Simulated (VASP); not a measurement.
A VASP calculation is set up with these files.

INCAR:
```
ALGO = Normal
EDIFF = 1E-7
ENCUT = 400
GGA = PS
ISIF = 2
ISMEAR = -5
LASPH = .TRUE.
LCHARG = .TRUE.
LEFG = .TRUE.
LMAXMIX = 4
LORBIT = 11
LREAL = .FALSE.
LWAVE = .FALSE.
NEDOS = 601
NELM = 100
PREC = Accurate
SYSTEM = Ga4PSb3
```

File KPOINTS:
```
Automatic
0
G
4 4 7
0 0 0
```

POSCAR:
```
Ga4PSb3
1
   -0.0023953124     5.9441583672     5.9497734004
    5.9441583672    -0.0023953124     5.9497734004
    2.9708815273     2.9708815273     0.0000000000
Ga Sb P
4 3 1
Direct
  0.9991535230   0.9991535230   0.0016929539
  0.9770925259   0.5089966978   0.0139107762
  0.5089966978   0.9770925259   0.0139107762
  0.5137047016   0.5137047016   0.9725905969
  0.1260859331   0.1260859331   0.2478281339
  0.1255492787   0.6239838327   0.2504668885
  0.6239838327   0.1255492787   0.2504668885
  0.6254335069   0.6254335069   0.2491329861
```

POTCAR, in this order: Ga_d Sb P (PBE.64 set). Program: vasp_std.

Task: Translate this PBEsol calculation to Ansatz.

Result: One equivalent input (not run):
Ansatz 0.2 input:
```yaml
crystal:
  lattice:
    - [-0.0023953, 5.9441584, 5.9497734]
    - [5.9441584, -0.0023953, 5.9497734]
    - [2.9708815, 2.9708815, 0.0000000]
  atoms:
    - { symbol: Ga, position: [0.9991535, 0.9991535, 0.0016930] }
    - { symbol: Ga, position: [0.9770925, 0.5089967, 0.0139108] }
    - { symbol: Ga, position: [0.5089967, 0.9770925, 0.0139108] }
    - { symbol: Ga, position: [0.5137047, 0.5137047, 0.9725906] }
    - { symbol: Sb, position: [0.1260859, 0.1260859, 0.2478281] }
    - { symbol: Sb, position: [0.1255493, 0.6239838, 0.2504669] }
    - { symbol: Sb, position: [0.6239838, 0.1255493, 0.2504669] }
    - { symbol: P, position: [0.6254335, 0.6254335, 0.2491330] }
kpoints:
  mp_grid: { grid: [4, 4, 7] }
hamiltonian:
  xc: pbesol
  pseudopotentials: { kind: paw }
scf:
  occupations: { method: tetrahedron }
  max_iter: 100
output: { forces: true, stress: true, eigenvalues: true }
```
What does not carry over: each code has its own PAW files, so the cut-off isn't converted (ENCUT is set for VASP's; basis.ecutwfc is left out, and Ansatz then takes the one that its files recommend); Ansatz stops its SCF on the density residual and VASP on the energy change (EDIFF); the field gradients of LEFG aren't asked of the other code.

The structure was generated: Ga4PSb3 was put into an ordered model structure (Amm2), which need not be its known phase. It was relaxed first.
